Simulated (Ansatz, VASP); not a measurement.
# Al17Ga10O40 (amorphous 37Ga2O3-63Al2O3 (mol %)): VASP beside Ansatz

Aim: how closely do two programs agree when they are given the same cell, functional and k mesh? Of the first pair: The structure shown is the start of the Ansatz relaxation below; VASP solves that cell, so the two are compared at the walk's first step.

Main program and level: Ansatz 0.2.0; plane waves, with VASP 6.6.1 beside it; PBE.

### Step 1. The structure

The cell holds 134 atoms: 20 Ga, 34 Al and 80 O. Its edges and angles: a = 11.176 Å, b = 11.176 Å, c = 11.176 Å, α = 90.0°, β = 90.0°, γ = 90.0°. It derives from Al34Ga20O81 (amorphous 37Ga2O3-63Al2O3 (mol %)). As first built, before any earlier steps moved the atoms or strained the cell (in the runner's words): 135 atoms (20 Fe, 34 Al, 81 O) placed at random at 3.55 g/cm^3, melted at 5000 K for 10 ps at fixed volume with the Morse and Coulomb pair potential with partial charges (Pedone, Malavasi, Menziani, Cormack and Segre, J. Phys. Chem. B 110, 11780 (2006)). Quenched from 5000 K to 300 K at 50 K/ps and fixed volume, held 10 ps at zero pressure, then minimised at fixed cell. Then Fe was replaced by Ga and the cell scaled by 1.006 (the potential has no terms for the new elements, so the cell is a start for a DFT relaxation). Nearest the centre at fractional (0.407, 0.526, 0.695): Ga17 at 1.92 Å, Ga12 at 1.97 Å, Ga13 at 2.01 Å, Ga16 at 2.48 Å, O115 at 2.57 Å, O104 at 2.58 Å, O74 at 2.65 Å, O93 at 2.69 Å.

### Step 2. Ansatz: relaxation, PBE

Ansatz runs on its default PAW (the set named soft_2) files.

The two programs are compared at the cell with which this relaxation starts, whose forces are those of its first step.

input.yaml reads:

```yaml
crystal:
  lattice:
    - [11.17634, 0.0, 0.0]
    - [0.0, 11.17634, 0.0]
    - [0.0, 0.0, 11.17634]
  atoms:
    - { symbol: Ga, position: [0.07815, 0.08735, 0.88744] }
    - { symbol: Ga, position: [0.54254, 0.04819, 0.02406] }
[... 2 atom lines left out ...]
    - { symbol: Ga, position: [0.63993, 0.60438, 0.50971] }
    - { symbol: Ga, position: [0.61983, 0.18083, 0.64817] }
[... 2 atom lines left out ...]
    - { symbol: Ga, position: [0.74465, 0.73761, 0.7007] }
    - { symbol: Ga, position: [0.53288, 0.25586, 0.90053] }
[... 1 atom line left out ...]
    - { symbol: Ga, position: [0.46174, 0.68374, 0.7524], spin: 0.6 }
    - { symbol: Ga, position: [0.31463, 0.39369, 0.77444], spin: 0.6 }
[... 2 atom lines left out ...]
    - { symbol: Ga, position: [0.61461, 0.45995, 0.73997], spin: 0.6 }
    - { symbol: Ga, position: [0.3998, 0.48683, 0.52751], spin: 0.6 }
[... 2 atom lines left out ...]
    - { symbol: Ga, position: [0.09308, 0.40456, 0.90114] }
[... 6 atom lines left out ...]
    - { symbol: Al, position: [0.44356, 0.51763, 0.98822] }
[... 3 atom lines left out ...]
    - { symbol: Al, position: [0.41619, 0.77485, 0.42579] }
[... 4 atom lines left out ...]
    - { symbol: Al, position: [0.36976, 0.19583, 0.52212] }
    - { symbol: Al, position: [0.314, 0.88004, 0.89544] }
[... 1 atom line left out ...]
    - { symbol: Al, position: [0.42914, 0.9347, 0.62899] }
    - { symbol: Al, position: [0.08831, 0.23609, 0.6735] }
[... 1 atom line left out ...]
    - { symbol: Al, position: [0.36622, 0.33006, 0.31182] }
    - { symbol: Al, position: [0.12519, 0.50486, 0.60183] }
    - { symbol: Al, position: [0.3407, 0.13244, 0.80102] }
[... 3 atom lines left out ...]
    - { symbol: Al, position: [0.60914, 0.32394, 0.44225] }
    - { symbol: Al, position: [0.20442, 0.61865, 0.35778] }
    - { symbol: Al, position: [0.22952, 0.73491, 0.64096] }
    - { symbol: Al, position: [0.22802, 0.64386, 0.92321] }
[... 5 atom lines left out ...]
    - { symbol: O, position: [0.48782, 0.62929, 0.42199] }
[... 5 atom lines left out ...]
    - { symbol: O, position: [0.52011, 0.83815, 0.74447] }
[... 4 atom lines left out ...]
    - { symbol: O, position: [0.23392, 0.30724, 0.90425] }
[... 5 atom lines left out ...]
    - { symbol: O, position: [0.44746, 0.39843, 0.89064] }
[... 9 atom lines left out ...]
    - { symbol: O, position: [0.66546, 0.50203, 0.90909] }
[... 1 atom line left out ...]
    - { symbol: O, position: [0.38732, 0.24483, 0.69968] }
[... 1 atom line left out ...]
    - { symbol: O, position: [0.66831, 0.77273, 0.54585] }
    - { symbol: O, position: [0.32517, 0.34607, 0.47138] }
    - { symbol: O, position: [0.25024, 0.57616, 0.51645] }
    - { symbol: O, position: [0.78301, 0.46159, 0.71109] }
[... 1 atom line left out ...]
    - { symbol: O, position: [0.2108, 0.51666, 0.83329] }
    - { symbol: O, position: [0.17537, 0.36839, 0.65959] }
[... 1 atom line left out ...]
    - { symbol: O, position: [0.61644, 0.29595, 0.76518] }
[... 7 atom lines left out ...]
    - { symbol: O, position: [0.56796, 0.44655, 0.54907] }
[... 1 atom line left out ...]
    - { symbol: O, position: [0.52762, 0.20735, 0.51126] }
    - { symbol: O, position: [0.37349, 0.78326, 0.58084] }
[... 3 atom lines left out ...]
    - { symbol: O, position: [0.47266, 0.65726, 0.91923] }
[... 3 atom lines left out ...]
    - { symbol: O, position: [0.61547, 0.62386, 0.6923] }
[... 2 atom lines left out ...]
    - { symbol: O, position: [0.2995, 0.55223, 0.03819] }
[... 2 atom lines left out ...]
    - { symbol: O, position: [0.10369, 0.64384, 0.67415] }
[... 8 atom lines left out ...]
    - { symbol: O, position: [0.3204, 0.51025, 0.28693] }
    - { symbol: O, position: [0.29079, 0.74326, 0.79792] }
    - { symbol: O, position: [0.51328, 0.39824, 0.32708] }
[... 1 atom line left out ...]
    - { symbol: O, position: [0.74507, 0.41464, 0.13808] }
magnetization:
  spin_polarized: true
kpoints:
  mp_grid: { grid: [1, 1, 1] }
hamiltonian:
  xc: pbe
scf:
  occupations: { method: fermi_dirac, width: 0.025 }
  lower_state_search: "off"
output:
  forces: true
  eigenvalues: true
relax:
  f_tol: 0.05
  max_steps: 90
```

On the command line:

```sh
ansatz run input.yaml --threads 4 --pin off --max-ram 15872MiB --backend cpu --events-out ev --progress --plain --runs-dir out
```

Numbers of over 12 decimals in the logs are rounded to 6 here.

Output:

```text
Engine: ansatz 0.2.0, x86_64-unknown-linux-gnu
Pseudopotentials: kind: paw
Pseudopotential: Ga, paw, valence charge 13, recommended cutoff 420 eV (normal), Ga.paw.azcp
Pseudopotential: Al, paw, valence charge 3, recommended cutoff 420 eV (normal), Al.paw.azcp
Pseudopotential: O, paw, valence charge 6, recommended cutoff 420 eV (normal), O.paw.azcp
Functional definition: PBE
  parameter kappa = 0.804
  parameter beta = 0.066725
  exchange = pbe_x(kappa = kappa, mu = beta*pi^2/3)
  correlation = pbe_c(beta = beta)
Crystal: 134 atoms, lattice volume = 1396.043 Å³
Basis set: ecut = 420 eV, 27201 PW (Γ), exchange–correlation on 150×150×150 points (8 copies of the dense FFT grid, shifted against one another)
Bands: 557, of which v1, the nominal top of the filled ones, is band 421 counted from 1 (420 counted from 0)
Symmetry: 1 space group operations
Space group: P1 (ITA 1), of the structure as read, at distance tolerance 1.1e-4 Å
Magnetic group: BNS 1.1 (UNI 1), of the structure as read, at distance tolerance 1.1e-4 Å
k-points: 1
Non-local potential: Ga, projectors of the file, l = 0: 2, l = 1: 2, l = 2: 3, l = 3: 1
Non-local potential: Al, projectors of the file, l = 0: 2, l = 1: 2, l = 2: 1
Non-local potential: O, projectors of the file, l = 0: 2, l = 1: 2, l = 2: 1
PAW form: soft (Blöchl's): semilocal exchange-correlation on the pseudo side does not see the compensation charge
PAW one-centre angular grid: Ga, 590 points (default); XC on 64 Gauss nodes
PAW one-centre angular grid: Al, 110 points (default); XC on 64 Gauss nodes
PAW one-centre angular grid: O, 110 points (default); XC on 64 Gauss nodes
Initial density: superposition of atomic densities (chi_scale 0.1, normalization cell, long waves 41 % of neutral atoms (reshape's long-wave potential 1.41 eV rms, cloud 1.88 Å wide))
Starting moments: Σ|m| = 2.4 μB on 4 of 134 sites
Initial wavefunctions: pseudopotential atomic-orbital guess
Functional: x = pbe(κ = 0.804, μ = 0.219515), c = pbe(β = 0.066725)
SCF iter   1: F=—  HF=-139505.627057 eV  |F-HF|=—  |Δ(HF+E_count)|=         —  Δρ=6.69e-2 (↑5.88e-2 ↓6.69e-2)  dr2=1.71e2  dr2_m=3.05e0  M=0.000 μB ∫|m|=0.172 μB  β_m=0.30  ethr=3.10e-3  ⟨swp⟩=6.0  Hψ=4074  notcnv=0  defer=185
preconditioner: auto → Resta (q_TF=auto, 2.508 Å⁻¹)  ε∞=3.4  [insulator: Δε(μ)=2.010 eV  Ē_g=18.485 eV  σ=0.025 eV  W_gap=1.00  n_scr=364 (ndim 8)  ℏωp=28.8 eV  f_vac=0.018  D(μ)=0.00/eV (n_scr^D=0)  ε∞_Penn≈3.4]
spin=Collinear: Resta preconditioning applied to the charge; magnetization (m = ρ↑ − ρ↓) channel mixes plain (no charge-response kernel on spin).
SCF iter   2: F=—  HF=-139467.161680 eV  |F-HF|=—  |Δ(HF+E_count)|=    3.85e1  Δρ=3.93e-2 (↑3.31e-2 ↓3.93e-2)  dr2=5.63e1  dr2_m=1.50e0  M=0.000 μB ∫|m|=0.136 μB  β_m=0.30  ethr=3.10e-3  ⟨swp⟩=2.5  Hψ=2083  notcnv=0  defer=264
SCF iter   3: F=—  HF=-139450.644168 eV  |F-HF|=—  |Δ(HF+E_count)|=    1.65e1  Δρ=1.84e-2 (↑1.59e-2 ↓1.84e-2)  dr2=8.25e0  dr2_m=7.40e-1  M=0.000 μB ∫|m|=0.105 μB  β_m=0.30  ethr=3.10e-3  ⟨swp⟩=3.0  Hψ=1706  notcnv=0  defer=264
SCF iter   4: F=—  HF=-139448.268328 eV  |F-HF|=—  |Δ(HF+E_count)|=    2.38e0  Δρ=6.73e-3 (↑6.73e-3 ↓5.90e-3)  dr2=4.08e-1  dr2_m=3.67e-1  M=0.000 μB ∫|m|=0.076 μB  β_m=0.30  ethr=9.80e-4  ⟨swp⟩=2.0  Hψ=1972  notcnv=0  defer=264
SCF iter   5: F=—  HF=-139448.442721 eV  |F-HF|=—  |Δ(HF+E_count)|=   1.74e-1  Δρ=4.99e-3 (↑4.99e-3 ↓3.90e-3)  dr2=1.94e-1  dr2_m=1.82e-1  M=0.000 μB ∫|m|=0.057 μB  β_m=0.30  ethr=4.85e-5  ⟨swp⟩=3.0  Hψ=1540  notcnv=0  defer=264
SCF iter   6: F=—  HF=-139448.571491 eV  |F-HF|=—  |Δ(HF+E_count)|=   1.29e-1  Δρ=2.99e-3 (↑2.99e-3 ↓2.51e-3)  dr2=2.70e-2  dr2_m=9.02e-2  M=0.000 μB ∫|m|=0.043 μB  β_m=0.30  ethr=2.31e-5  ⟨swp⟩=3.0  Hψ=1546  notcnv=0  defer=264
Mixer restart at iter 6: flushing history
spin-set hold released at iteration 6 (site moments contracting): the magnetisation degrees of freedom join the quasi-Newton model from the next iteration; the mixer history was flushed
SCF iter   7: F=—  HF=-139448.577558 eV  |F-HF|=—  |Δ(HF+E_count)|=   6.07e-3  Δρ=2.09e-3 (↑2.09e-3 ↓1.78e-3)  dr2=1.47e-2  dr2_m=4.48e-2  M=0.000 μB ∫|m|=0.033 μB  β_m=0.65  ethr=3.21e-6  ⟨swp⟩=1.0  Hψ=1114  notcnv=0  defer=264
SCF iter   8: F=—  HF=-139448.594529 eV  |F-HF|=—  |Δ(HF+E_count)|=   1.70e-2  Δρ=2.51e-4 (↑2.51e-4 ↓2.39e-4)  dr2=3.44e-3  dr2_m=1.34e-5  M=0.000 μB ∫|m|=0.006 μB  β_m=0.58  ethr=1.74e-6  ⟨swp⟩=2.0  Hψ=1542  notcnv=0  defer=264
SCF iter   9: F=—  HF=-139448.594678 eV  |F-HF|=—  |Δ(HF+E_count)|=   1.50e-4  Δρ=8.72e-5 (↑8.72e-5 ↓8.34e-5)  dr2=7.68e-4  dr2_m=1.08e-5  M=0.000 μB ∫|m|=0.003 μB  β_m=0.79  ethr=4.08e-7  ⟨swp⟩=2.0  Hψ=1600  notcnv=0  defer=264
SCF iter  10: F=—  HF=-139448.595668 eV  |F-HF|=—  |Δ(HF+E_count)|=   9.90e-4  Δρ=5.40e-5 (↑5.40e-5 ↓5.40e-5)  dr2=1.78e-4  dr2_m=1.97e-7  M=0.000 μB ∫|m|=0.000 μB  β_m=0.73  ethr=9.12e-8  ⟨swp⟩=2.0  Hψ=1534  notcnv=0  defer=264
[...]
- { symbol: Al, position: [0.689546, 0.964239, 0.216502] }
    - { symbol: Al, position: [0.973142, 0.866268, 0.249796] }
    - { symbol: Al, position: [0.489596, 0.559298, 0.263812] }
    - { symbol: Al, position: [0.421715, 0.773630, 0.425347] }
    - { symbol: Al, position: [0.828406, 0.491519, 0.875662] }
    - { symbol: Al, position: [0.931186, 0.567310, 0.430150] }
    - { symbol: Al, position: [0.691124, 0.549564, 0.081904] }
    - { symbol: Al, position: [0.642818, 0.985613, 0.760947] }
    - { symbol: Al, position: [0.349221, 0.180624, 0.477925] }
    - { symbol: Al, position: [0.311359, 0.877332, 0.898069] }
    - { symbol: Al, position: [0.796410, 0.164891, 0.300641] }
    - { symbol: Al, position: [0.436996, 0.941606, 0.624169] }
    - { symbol: Al, position: [0.081241, 0.228519, 0.674147] }
    - { symbol: Al, position: [0.178456, 0.010458, 0.642355] }
    - { symbol: Al, position: [0.365174, 0.336337, 0.301203] }
    - { symbol: Al, position: [0.118714, 0.502308, 0.606698] }
    - { symbol: Al, position: [0.346514, 0.116810, 0.811360] }
    - { symbol: Al, position: [0.768754, 0.444159, 0.290841] }
    - { symbol: Al, position: [0.224857, 0.482655, 0.142860] }
    - { symbol: Al, position: [0.172287, 0.035343, 0.175988] }
    - { symbol: Al, position: [0.602255, 0.330195, 0.437240] }
    - { symbol: Al, position: [0.209773, 0.614498, 0.361108] }
    - { symbol: Al, position: [0.235514, 0.728207, 0.633845] }
    - { symbol: Al, position: [0.227513, 0.640898, 0.916333] }
    - { symbol: Al, position: [0.851733, 0.017045, 0.056161] }
    - { symbol: Al, position: [0.041216, 0.077829, 0.411655] }
    - { symbol: Al, position: [0.746733, 0.281354, 0.058242] }
    - { symbol: O, position: [0.122288, 0.118033, 0.291323] }
    - { symbol: O, position: [0.070242, 0.651662, 0.431149] }
    - { symbol: O, position: [0.503893, 0.640405, 0.406291] }
    - { symbol: O, position: [0.700130, 0.966799, 0.048849] }
    - { symbol: O, position: [0.917153, 0.091240, 0.936824] }
    - { symbol: O, position: [0.292858, 0.331602, 0.156972] }
    - { symbol: O, position: [0.097032, 0.892191, 0.154079] }
    - { symbol: O, position: [0.763483, 0.493177, 0.463854] }
    - { symbol: O, position: [0.536809, 0.862138, 0.735599] }
    - { symbol: O, position: [0.451939, 0.724316, 0.187816] }
    - { symbol: O, position: [0.861372, 0.968561, 0.211189] }
    - { symbol: O, position: [0.919716, 0.258826, 0.644877] }
    - { symbol: O, position: [0.692281, 0.585887, 0.258877] }
    - { symbol: O, position: [0.244321, 0.316822, 0.904174] }
    - { symbol: O, position: [0.925931, 0.870874, 0.995825] }
    - { symbol: O, position: [0.249000, 0.773202, 0.022015] }
    - { symbol: O, position: [0.084474, 0.443539, 0.063347] }
    - { symbol: O, position: [0.481008, 0.921076, 0.415405] }
    - { symbol: O, position: [0.815592, 0.167378, 0.142323] }
    - { symbol: O, position: [0.464755, 0.417360, 0.868513] }
    - { symbol: O, position: [0.033259, 0.253451, 0.834866] }
    - { symbol: O, position: [0.200101, 0.134841, 0.753992] }
    - { symbol: O, position: [0.863310, 0.578917, 0.031959] }
    - { symbol: O, position: [0.601628, 0.223583, 0.033922] }
[...]
- { symbol: O, position: [0.924079, 0.487131, 0.291658] }
    - { symbol: O, position: [0.829377, 0.665715, 0.830595] }
    - { symbol: O, position: [0.558114, 0.077584, 0.853906] }
    - { symbol: O, position: [0.321089, 0.512878, 0.283276] }
    - { symbol: O, position: [0.298156, 0.738302, 0.793993] }
    - { symbol: O, position: [0.511494, 0.400701, 0.320304] }
    - { symbol: O, position: [0.721332, 0.299899, 0.331658] }
    - { symbol: O, position: [0.752212, 0.412306, 0.136909] }
```

In the SCF lines HF is the Harris–Foulkes energy and dr2 the Hartree energy of the density residual, in eV; the loop may stop once dr2 is under the threshold and the program's other checks hold. Hψ counts applications of the Hamiltonian.

### Step 3. VASP: single point, PBE, start cell, pair 1

The same cell, functional, mesh and smearing now go to VASP, with its own data sets.

Lines of VASP's logs that name or quote its potential files are left out, and so is its time.

INCAR reads:

```
SYSTEM = Al17Ga10O40
PREC = Accurate
ENCUT = 520
EDIFF = 1E-06
NELM = 200
ISMEAR = -1
SIGMA = 0.025
LREAL = Auto
ALGO = Normal
GGA = PE
NBANDS = 514
ISPIN = 2
MAGMOM = 0 0 -0 -0 -0 0 0 -0 -0 -0 -0 -0 0 -0 0 0 0 -0 -0 -0 -0 -0 -0 -0 0 -0 -0 0 -0 -0 0 0 0 0 0 0 0 -0 0 -0 0 0 -0 -0 -0 -0 -0 -0 -0 0 -0 0 0 -0 -0 -0 -0 -0 0 0 0 -0 0 -0 -0 0 0 0 0 0 -0 0 0 -0 0 0 -0 0 0 0 -0 0 -0 0 -0 0 0 0 0 -0 -0 0 -0 0 -0 0 -0 0 -0 0 -0 -0 -0 -0 0 0 0 0 0 -0 -0 -0 0 0 -0 0 0 0 0 -0 -0 0 -0 0 0 0 0 -0 -0 -0 -0 0 0 -0
LORBIT = 11
LWAVE = .FALSE.
LCHARG = .FALSE.
ISIF = 2
LASPH = .TRUE.
GGA_COMPAT = .FALSE.
```

POSCAR reads:

```
Al17Ga10O40
1.0
   11.1763400000      0.0000000000      0.0000000000
    0.0000000000     11.1763400000      0.0000000000
    0.0000000000      0.0000000000     11.1763400000
Ga Al O
20 34 80
Direct
    0.0781472289      0.0873541786      0.8874372111
    0.5425389707      0.0481910894      0.0240597548
[... 2 atom lines left out ...]
    0.6399322139      0.6043839039      0.5097106924
    0.6198272422      0.1808284286      0.6481728365
[... 2 atom lines left out ...]
    0.7446534375      0.7376117763      0.7007034503
    0.5328756999      0.2558619369      0.9005273641
[... 1 atom line left out ...]
    0.4617432898      0.6837390416      0.7524019491
    0.3146289393      0.3936888105      0.7744395750
[... 2 atom lines left out ...]
    0.6146108655      0.4599537952      0.7399739092
    0.3997999345      0.4868320040      0.5275072161
[... 2 atom lines left out ...]
    0.0930805613      0.4045599901      0.9011357922
[... 6 atom lines left out ...]
    0.4435620248      0.5176292060      0.9882215466
[... 3 atom lines left out ...]
    0.4161917050      0.7748511588      0.4257923435
[... 4 atom lines left out ...]
    0.3697632678      0.1958333408      0.5221208374
    0.3140026162      0.8800376510      0.8954362519
[... 1 atom line left out ...]
    0.4291386984      0.9346977633      0.6289894545
    0.0883115582      0.2360880217      0.6735031325
[... 1 atom line left out ...]
    0.3662200685      0.3300633302      0.3118194328
    0.1251930417      0.5048611621      0.6018338741
    0.3407018756      0.1324404948      0.8010225172
[... 3 atom lines left out ...]
    0.6091439595      0.3239432587      0.4422467463
    0.2044229148      0.6186461758      0.3577826015
    0.2295205765      0.7349096395      0.6409611733
    0.2280174010      0.6438601546      0.9232092080
[... 5 atom lines left out ...]
    0.4878162261      0.6292936686      0.4219896675
[... 5 atom lines left out ...]
    0.5201076560      0.8381455825      0.7444655406
[... 4 atom lines left out ...]
    0.2339227332      0.3072383267      0.9042495128
[... 5 atom lines left out ...]
    0.4474631230      0.3984309711      0.8906404064
[... 9 atom lines left out ...]
    0.6654593543      0.5020337606      0.9090900957
[... 1 atom line left out ...]
    0.3873182097      0.2448297027      0.6996834384
[... 1 atom line left out ...]
    0.6683135982      0.7727306077      0.5458495357
    0.3251690625      0.3460703593      0.4713797182
    0.2502429239      0.5761635741      0.5164481396
    0.7830112541      0.4615911828      0.7110914664
[... 1 atom line left out ...]
    0.2108024631      0.5166628789      0.8332871047
    0.1753704701      0.3683943044      0.6595898120
[... 1 atom line left out ...]
    0.6164361499      0.2959466158      0.7651789405
[... 7 atom lines left out ...]
    0.5679587414      0.4465504807      0.5490706260
[... 1 atom line left out ...]
    0.5276235333      0.2073487385      0.5112586052
    0.3734943640      0.7832617834      0.5808431025
[... 3 atom lines left out ...]
    0.4726592069      0.6572634691      0.9192275826
[... 3 atom lines left out ...]
    0.6154698229      0.6238625525      0.6923017732
[... 2 atom lines left out ...]
    0.2994987626      0.5522290839      0.0381878146
[... 2 atom lines left out ...]
    0.1036922642      0.6438422596      0.6741473506
[... 8 atom lines left out ...]
    0.3204000594      0.5102475408      0.2869275630
    0.2907928714      0.7432576317      0.7979177441
    0.5132807341      0.3982430742      0.3270838217
[... 1 atom line left out ...]
    0.7450739688      0.4146437922      0.1380774028
```

KPOINTS reads:

```
Automatic mesh
0
Gamma
1 1 1
0 0 0
```

PAW data sets: Ga_d, Al and O (PBE family, release 64).

On the command line:

```sh
export OMP_NUM_THREADS=3
mpirun -np 1 vasp_gam
```

Output:

```text
[banner, memory and clock lines left out]
running    1 mpi-ranks, on    1 nodes
[...]
Offloading initialized ...    1 GPUs detected
[...]
LDA part: xc-table for (Slater+PW92), standard interpolation
 POSCAR, INCAR and KPOINTS ok, starting setup
[...]
entering main loop
       N       E                     dE             d eps       ncg     rms          rms(c)
DAV:   1     0.220919048308E+05    0.22092E+05   -0.31449E+05  2056   0.261E+03
DAV:   2     0.502366274069E+04   -0.17068E+05   -0.16048E+05  2064   0.814E+02
DAV:   3    -0.348687889641E+03   -0.53724E+04   -0.50015E+04  2864   0.345E+02
DAV:   4    -0.100789869801E+04   -0.65921E+03   -0.64934E+03  2936   0.131E+02
[...]
DAV:  18    -0.900432587071E+03    0.23071E-06   -0.40484E-05  3560   0.440E-02    0.780E-03
DAV:  19    -0.900432587566E+03   -0.49501E-06   -0.15344E-05  2648   0.152E-02    0.516E-03
DAV:  20    -0.900432587318E+03    0.24876E-06   -0.65050E-06  1952   0.793E-03
   1 F= -.90043259E+03 E0= -.90043259E+03  d E =-.447550E-10  mag=    -0.0000
```

OUTCAR, selected parts (step 3):

```text
  Total       94.4632428     68.9488755     59.7847262     -7.4911326    -11.9458024    -11.6992229
  in kB      108.4113162     79.1295971     68.6123054     -8.5972440    -13.7096729    -13.4266845
  external PRESSURE =      85.3844062 kB  Pullay stress =       0.0000000 kB

 magnetization (x)
# of ion       s       p       d       tot
------------------------------------------
    1        0.000   0.000   0.000   0.000
    2       -0.000  -0.000   0.000  -0.000
    3       -0.000  -0.000  -0.000  -0.000
    4       -0.000   0.000   0.000   0.000
    5       -0.000  -0.000   0.000  -0.000
    6        0.000   0.000   0.000   0.000
    7       -0.000   0.000   0.000   0.000
    8        0.000  -0.000   0.000   0.000
    9       -0.000  -0.000   0.000  -0.000
   10       -0.000   0.000  -0.000  -0.000
   11       -0.000  -0.000  -0.000  -0.000
   12        0.000   0.000   0.000   0.000
   13       -0.000   0.000   0.000   0.000
[...]
--------------------------------------------------
tot         -0.000   0.000   0.000  -0.000

[... 3 further parts left out ...]
[key lines of the parts left out:]
E-fermi :   6.1596
```

The run ends at a pressure of 8.54 GPa, with forces up to 0.88 eV/Å.

(Continued in part 2 of 2.)

[Lines on the potential files, build, host, timing and source positions are cut from VASP's logs without a mark.]

[Logs are printed without paths, hosts, clocks, repeated set-up lines and the standing remarks that a program may print on its own settings, such as how far it seeks lower states.]

[Hosts, paths, dates, database ids (printed as entryN), source tags and the programs' standing remarks are cut or masked in the printed files.]
